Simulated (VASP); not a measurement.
# Sr4Ti3NbO12 (Im-3m) in VASP: further runs

The runs below take Sr4Ti3NbO12 through relaxation of cell and atoms, with PBEsol.

Program: VASP 6.6.1. These are calculated values, not measurements. Logs are shortened: lines on timing, memory, paths and dates and some standing lists are left out, and cuts for length are marked.

### Step 1. The structure

Symmetry: Im-3m, No. 229, cubic system. The conventional cell has a = 7.893 Å, b = 7.893 Å, c = 7.893 Å, α = 90.00°, β = 90.00°, γ = 90.00°. Sr (site symmetry -3m) has 12 O at 2.79 Å as nearest neighbours. Around Nb (site symmetry m-3m) lie 6 O at 1.97 Å. Around Ti (site symmetry 4/mmm) lie 6 O at 1.97 Å. Around O (site symmetry 4mm) lie 1 Nb at 1.97 Å and 1 Ti at 1.97 Å. Around O (site symmetry -4m2) lie 2 Ti at 1.97 Å.

The cell was built by a generator and needn't be a form met in nature.

### Step 2. Relaxation of cell and atoms, PBEsol

Contents of INCAR:

```
  ALGO = Normal
  EDIFF = 1E-6
  EDIFFG = -0.01
  ENCUT = 600
  GGA = PS
  IBRION = 2
  ISIF = 3
  ISMEAR = 0
  KPAR = 4
  LASPH = T
  LCHARG = F
  LREAL = F
  LWAVE = F
  NELM = 80
  NSW = 90
  PREC = Accurate
  SIGMA = 0.03
```

Contents of KPOINTS:

```
k-points
0
Gamma
  6 6 6
```

Contents of POSCAR:

```
Sr4Ti3NbO12
1.0
   -3.9463824400      3.9463824400      3.9463824400
    3.9463824400     -3.9463824400      3.9463824400
    3.9463824400      3.9463824400     -3.9463824400
Sr Nb Ti O
4 1 3 12
Direct
    0.5000000000      0.5000000000      0.5000000000
    0.0000000000      0.0000000000      0.5000000000
    0.0000000000      0.5000000000      0.0000000000
    0.5000000000      0.0000000000      0.0000000000
    0.0000000000      0.0000000000      0.0000000000
    0.5000000000      0.5000000000      0.0000000000
    0.5000000000      0.0000000000      0.5000000000
    0.0000000000      0.5000000000      0.5000000000
    0.0000000000      0.2500000000      0.2500000000
    0.5000000000      0.7500000000      0.2500000000
    0.5000000000      0.2500000000      0.7500000000
    0.0000000000      0.7500000000      0.7500000000
    0.2500000000      0.0000000000      0.2500000000
    0.7500000000      0.5000000000      0.2500000000
    0.7500000000      0.0000000000      0.7500000000
    0.2500000000      0.5000000000      0.7500000000
    0.2500000000      0.2500000000      0.0000000000
    0.7500000000      0.7500000000      0.0000000000
    0.7500000000      0.2500000000      0.5000000000
    0.2500000000      0.7500000000      0.5000000000
```

Potentials or basis: VASP PAW PBE potentials, release 64 (Sr_sv, Nb_sv, Ti_sv, O).

Run with:

```console
$ cat potpaw_PBE.64/Sr_sv/POTCAR potpaw_PBE.64/Nb_sv/POTCAR potpaw_PBE.64/Ti_sv/POTCAR potpaw_PBE.64/O/POTCAR > POTCAR
$ mpirun -np 4 vasp_std > vasp.out
```

OUTCAR:

```text
EDIFF = 1E-6
   EDIFFG = -0.01
   ENCUT = 600
   GGA = PS
   IBRION = 2
   ISIF = 3
   ISMEAR = 0
   LASPH = T
   LREAL = F
   NELM = 80
   NSW = 90
   PREC = Accurate

 ion  position               nearest neighbor table
   1  0.500  0.500  0.500-  12 2.79  15 2.79  13 2.79   9 2.79  11 2.79  16 2.79  18 2.79  19 2.79
                            20 2.79  17 2.79  10 2.79  14 2.79   5 3.42   6 3.42   6 3.42   7 3.42
   2  0.000  0.000  0.500-  11 2.79  16 2.79  14 2.79  10 2.79  15 2.79   9 2.79  17 2.79  19 2.79
                            20 2.79  18 2.79  12 2.79  13 2.79   5 3.42   5 3.42   6 3.42   8 3.42
   3  0.000  0.500  0.000-  10 2.79  13 2.79  15 2.79  11 2.79  14 2.79  16 2.79  17 2.79  18 2.79
                            20 2.79  19 2.79  12 2.79   9 2.79   5 3.42   8 3.42   6 3.42   5 3.42
   4  0.500  0.000  0.000-   9 2.79  14 2.79  16 2.79  12 2.79  10 2.79  15 2.79  17 2.79  18 2.79
                            19 2.79  20 2.79  11 2.79  13 2.79   5 3.42   7 3.42   6 3.42   6 3.42
   5  0.000  0.000  0.000-   9 1.97  12 1.97  13 1.97  15 1.97  17 1.97  18 1.97   3 3.42   4 3.42
                             1 3.42   2 3.42   2 3.42   3 3.42   4 3.42   1 3.42
   6  0.500  0.500  0.000-  10 1.97  11 1.97  14 1.97  16 1.97  17 1.97  18 1.97   3 3.42   4 3.42
                             1 3.42   2 3.42   1 3.42   4 3.42   3 3.42   2 3.42
   7  0.500  0.000  0.500-  10 1.97  11 1.97  13 1.97  15 1.97  19 1.97  20 1.97   3 3.42   4 3.42
                             1 3.42   2 3.42   4 3.42   1 3.42   2 3.42   3 3.42
   8  0.000  0.500  0.500-   9 1.97  12 1.97  14 1.97  16 1.97  19 1.97  20 1.97   3 3.42   4 3.42
                             1 3.42   2 3.42   3 3.42   2 3.42   1 3.42   4 3.42
   9  0.000  0.250  0.250-   5 1.97   8 1.97   1 2.79   4 2.79   3 2.79   2 2.79
  10  0.500  0.750  0.250-   6 1.97   7 1.97   2 2.79   3 2.79   4 2.79   1 2.79
  11  0.500  0.250  0.750-   6 1.97   7 1.97   3 2.79   2 2.79   4 2.79   1 2.79
  12  0.000  0.750  0.750-   5 1.97   8 1.97   4 2.79   1 2.79   2 2.79   3 2.79
  13  0.250  0.000  0.250-   5 1.97   7 1.97   1 2.79   3 2.79   4 2.79   2 2.79
  14  0.750  0.500  0.250-   6 1.97   8 1.97   2 2.79   4 2.79   3 2.79   1 2.79
  15  0.750  0.000  0.750-   5 1.97   7 1.97   3 2.79   1 2.79   4 2.79   2 2.79
  16  0.250  0.500  0.750-   6 1.97   8 1.97   4 2.79   2 2.79   1 2.79   3 2.79
  17  0.250  0.250  0.000-   5 1.97   6 1.97   4 2.79   1 2.79   3 2.79   2 2.79
  18  0.750  0.750  0.000-   5 1.97   6 1.97   4 2.79   2 2.79   3 2.79   1 2.79
  19  0.750  0.250  0.500-   7 1.97   8 1.97   3 2.79   1 2.79   2 2.79   4 2.79
  20  0.250  0.750  0.500-   7 1.97   8 1.97   4 2.79   1 2.79   2 2.79   3 2.79

  LATTYP: Found a body centered cubic cell.
 ALAT       =     7.8927648800

  Lattice vectors:

 A1 = (  -3.9463824400,   3.9463824400,   3.9463824400)
 A2 = (   3.9463824400,  -3.9463824400,   3.9463824400)
 A3 = (   3.9463824400,   3.9463824400,  -3.9463824400)

Analysis of symmetry for initial positions (statically):
=====================================================================
 Subroutine PRICEL returns:
 Original cell was already a primitive cell.

 Routine SETGRP: Setting up the symmetry group for a
 body centered cubic supercell.

 Subroutine GETGRP returns: Found 48 space group operations
 (whereof 48 operations were pure point group operations)
 out of a pool of 48 trial point group operations.

The static configuration has the point symmetry O_h .

Analysis of symmetry for dynamics (positions and initial velocities):
=====================================================================
 Subroutine PRICEL returns:
 Original cell was already a primitive cell.

 Routine SETGRP: Setting up the symmetry group for a
 body centered cubic supercell.

 Subroutine GETGRP returns: Found 48 space group operations
 (whereof 48 operations were pure point group operations)
 out of a pool of 48 trial point group operations.

The dynamic configuration has the point symmetry O_h .

 Subroutine INISYM returns: Found 48 space group operations
 (whereof 48 operations are pure point group operations),
 and found     1 'primitive' translations

----------------------------------------------------------------------------------------

                                     Primitive cell

  volume of cell :     245.8428

  direct lattice vectors                    reciprocal lattice vectors
    -3.946382440  3.946382440  3.946382440     0.000000000  0.126698314  0.126698314
     3.946382440 -3.946382440  3.946382440     0.126698314  0.000000000  0.126698314
     3.946382440  3.946382440 -3.946382440     0.126698314  0.126698314  0.000000000

  length of vectors
     6.835334892  6.835334892  6.835334892     0.179178473  0.179178473  0.179178473
[... 62 lines left out ...]
     0.029863079  0.029863079  0.029863079

  Shift w.r.t. Gamma in fractional coordinates (k-lattice)
     0.000000000  0.000000000  0.000000000

 Subroutine IBZKPT returns following result:
 ===========================================

 Found     16 irreducible k-points:

 Following reciprocal coordinates:
            Coordinates               Weight
  0.000000  0.000000  0.000000      1.000000
  0.166667  0.000000  0.000000     12.000000
  0.333333  0.000000  0.000000     12.000000
  0.500000  0.000000  0.000000      6.000000
  0.166667  0.166667  0.000000     24.000000
  0.333333  0.166667  0.000000     48.000000
[... 8 lines left out ...]
  0.500000  0.500000  0.333333     12.000000
  0.500000  0.500000  0.500000      1.000000
   k-points           NKPTS =     16   k-points in BZ     NKDIM =     16   number of bands    NBANDS=     96
   number of dos      NEDOS =    301   number of ions     NIONS =     20
   total plane-waves  NPLWV = 175616
   dimension x,y,z NGX =    56 NGY =   56 NGZ =   56
   dimension x,y,z NGXF=   112 NGYF=  112 NGZF=  112
   ions per type =               4   1   3  12
   NGX,Y,Z   is equivalent  to a cutoff of  13.62, 13.62, 13.62 a.u.
   NGXF,Y,Z  is equivalent  to a cutoff of  27.24, 27.24, 27.24 a.u.
 SYSTEM =  unknown system
   PREC   = accura    normal or accurate (medium, high low for compatibility)
   ISTART =      0    job   : 0-new  1-cont  2-samecut
   ICHARG =      2    charge: 1-file 2-atom 10-const
   ISPIN  =      1    spin polarized calculation?
   LNONCOLLINEAR =      F non collinear calculations
   LSORBIT =      F    spin-orbit coupling
   LASPH  =      T    aspherical Exc in radial PAW
   ENCUT  =  600.0 eV  44.10 Ry    6.64 a.u.  13.65 13.65 13.65*2*pi/ulx,y,z
   NELM   =     80;   NELMIN=  2; NELMDL= -5     # of ELM steps
   EDIFF  = 0.1E-05   stopping-criterion for ELM
   LREAL  =      F    real-space projection
   EDIFFG = -.1E-01   stopping-criterion for IOM
   NSW    =     90    number of steps for IOM
   IBRION =      2    ionic relax: 0-MD 1-quasi-New 2-CG
   NFREE  =      1    steps in history (QN), initial steepest desc. (CG)
   ISIF   =      3    stress and relaxation
   ISYM   =      2    0-nonsym 1-usesym 2-fastsym
   POTIM  = 0.5000    time-step for ionic-motion
   TEBEG  =    0.0;   TEEND  =   0.0 temperature during run
   PSTRESS=    0.0 pullay stress
   NELECT =     161.0000    total number of electrons
   NUPDOWN=      -1.0000    fix difference up-down
   EMIN   =  10.00;   EMAX   =-10.00  energy-range for DOS
   EFERMI =   0.00;   METHOD = LEGACY
   ISMEAR =     0;   SIGMA  =   0.03  broadening in eV -4-tet -1-fermi 0-gaus
   EFERMI_NEDOS =   21; number of points for ismear=-14 and -15
   IALGO  =     38    algorithm
   IMIX   =      4    mixing-type and parameters
     AMIX     =   0.40;   BMIX     =  1.00
     AMIX_MAG =   1.60;   BMIX_MAG =  1.00
  volume/ion in A,a.u.               =      12.29        82.95
  Fermi-wavevector in a.u.,A,eV,Ry     =   1.421666  2.686559 27.499206  2.021135
  Thomas-Fermi vector in A             =   2.542452
   LORBIT       =      0    0 simple, 1 ext, 2 COOP (PROOUT), +10 PAW based schemes
   GGA     = PS    functional components
   LHFCALC =     F    Hartree Fock is set to
   AEXX    =    0.0000 exact exchange contribution
   IVDW    =     0    specifies the selected vdW correction
   LEPSILON=     F    determine dielectric tensor
   LRPA    =     F    only Hartree local field effects (RPA)
 conjugate gradient relaxation of ions
 non-spin polarized calculation
 Gauss-broadening in eV      SIGMA  =   0.03
  energy-cutoff  :      600.00
  volume of cell :      245.84
 maximum number of plane-waves:      8247
 NGX is ok and might be reduce to    56
   NGX = 27   NGY = 27   NGZ = 27

--------------------------------------- Ionic step        1  -------------------------------------------

 number of electron     161.0000008 magnetization

 Free energy of the ion-electron system (eV)
  ---------------------------------------------------
  ext. energy  EPLUGINS =         0.00000000
  ---------------------------------------------------
  free energy    TOTEN  =      -169.38880314 eV

  energy without entropy =     -169.38513896  energy(sigma->0) =     -169.38697105

------------------------ aborting loop because EDIFF is reached ----------------------------------------

  FORCE on cell =-STRESS in cart. coord.  units (eV):
  Direction    XX          YY          ZZ          XY          YZ          ZX
  --------------------------------------------------------------------------------------
  -------------------------------------------------------------------------------------
  Total       -3.7866743     -3.7866743     -3.7866743      0.0000000      0.0000000      0.0000000
  in kB      -24.6780609    -24.6780609    -24.6780609      0.0000000      0.0000000      0.0000000
  external PRESSURE =     -24.6780609 kB  Pullay stress =       0.0000000 kB
[... 203 lines left out ...]
--------------------------------------- Ionic step        5  -------------------------------------------

 number of electron     160.9999986 magnetization

 Free energy of the ion-electron system (eV)
  ---------------------------------------------------
  ext. energy  EPLUGINS =         0.00000000
  ---------------------------------------------------
  free energy    TOTEN  =      -169.41922716 eV

  energy without entropy =     -169.41558992  energy(sigma->0) =     -169.41740854

 E-fermi :   6.5521     XC(G=0): -11.5240

 val. band max:        6.5476583565   @ k =   0.5000   0.5000   0.3333
 cond. band min:       6.6456577147   @ k =  -0.3333   0.5000   0.1667
 fundamental gap:      0.0979993582
 Fermi energy:         6.5521371498

 k-point     1 :       0.0000    0.0000    0.0000
  band No.  band energies     occupation
      1     -51.4859      2.00000
      2     -51.4836      2.00000
      3     -51.4836      2.00000
      4     -50.1645      2.00000
      5     -28.5636      2.00000
      6     -28.5231      2.00000
[... 1509 lines left out ...]
     91       9.1752      0.00000
     92       9.1752      0.00000
 [bands above 92 left out]

------------------------ aborting loop because EDIFF is reached ----------------------------------------

  FORCE on cell =-STRESS in cart. coord.  units (eV):
  Direction    XX          YY          ZZ          XY          YZ          ZX
  --------------------------------------------------------------------------------------
  -------------------------------------------------------------------------------------
  Total       -0.0148149     -0.0148149     -0.0148149      0.0000000     -0.0000000      0.0000000
  in kB       -0.0979448     -0.0979448     -0.0979448      0.0000000     -0.0000000      0.0000000
  external PRESSURE =      -0.0979448 kB  Pullay stress =       0.0000000 kB
[... 35 lines left out ...]
  FREE ENERGIE OF THE ION-ELECTRON SYSTEM (eV)
  ---------------------------------------------------
  free  energy   TOTEN  =      -169.4192271596 eV

  energy  without entropy=     -169.4155899207  energy(sigma->0) =     -169.41740854

 reached required accuracy - stopping structural energy minimisation
```

Wall time 12 min (4 MPI ranks of Intel Xeon Platinum 8375C at 2.90GHz (Ice Lake), shared host); peak memory 0.71 GiB.

What came out:

| Quantity | Value |
| --- | --- |
| Free energy | -169.4192 eV |
| Relaxed volume | 12.12 Å³/atom |
| Relaxed cell | a = 6.803 Å, b = 6.803 Å, c = 6.803 Å, α = 109.47°, β = 109.47°, γ = 109.47° |
| Space group after relaxing (to 0.05 Å) | Im-3m (No. 229) |
| Energy gained by relaxing | 1.5 meV/atom |
| Ionic steps | 5 |
| Pressure after relaxing | 0.0 GPa |
| Band gap on the k mesh | none (metal or under the smearing width) |

Step by step:
| step | energy change (eV) | largest force (eV/Å) | pressure (GPa) | volume (Å³) |
| --- | --- | --- | --- | --- |
| 1 | 0.0000 | 0.1621 | -2.47 | 245.84 |
| 2 | -0.0061 | 0.0015 | 2.48 | 239.17 |
| 3 | -0.0299 | 0.0822 | 0.09 | 242.28 |
| 4 | -0.0301 | 0.0605 | -0.07 | 242.39 |
| 5 | -0.0304 | 0.0001 | -0.01 | 242.34 |

Final structure:
```
Sr Nb Ti O
1.0
    -3.92756    3.92756    3.92756
     3.92756   -3.92756    3.92756
     3.92756    3.92756   -3.92756
Sr Nb Ti O
4 1 3 12
Direct
  0.50000 0.50000 0.50000
  0.00000 0.00000 0.50000
  0.00000 0.50000 0.00000
  0.50000 0.00000 0.00000
  0.00000 0.00000 0.00000
  0.50000 0.50000 0.00000
  0.50000 0.00000 0.50000
  0.00000 0.50000 0.50000
  0.00000 0.25079 0.25079
  0.50000 0.75000 0.25000
  0.50000 0.25000 0.75000
  0.00000 0.74921 0.74921
  0.25079 0.00000 0.25079
  0.75000 0.50000 0.25000
  0.74921 0.00000 0.74921
  0.25000 0.50000 0.75000
  0.25079 0.25079 0.00000
  0.74921 0.74921 0.00000
  0.75000 0.25000 0.50000
  0.25000 0.75000 0.50000
```

Levels at points of the mesh, in eV from the Fermi level:
| k point | band 77 | band 78 | band 79 | band 80 | band 81 | band 82 | band 83 | band 84 |
| --- | --- | --- | --- | --- | --- | --- | --- | --- |
| (0.00, 0.00, 0.00) | -2.76 | -2.53 | -2.53 | -2.53 | -0.37 | -0.37 | -0.37 | 1.72 |
| (0.50, 0.00, 0.00) | -3.08 | -3.07 | -3.03 | -2.84 | 0.72 | 0.80 | 0.89 | 0.95 |
| (0.50, 0.50, 0.50) | -2.98 | -2.43 | -2.43 | -2.43 | -0.15 | -0.15 | -0.15 | 1.71 |

Caveat: the PAW data sets were made with another functional, which shifts forces and pressure a little; an odd number of electrons without spin polarisation forces a metal; a magnetic or distorted state may lie lower; semilocal functionals often make such compounds metallic where correlation or magnetic order opens a gap, which also shifts bond lengths.

[end of part 1 of 2]
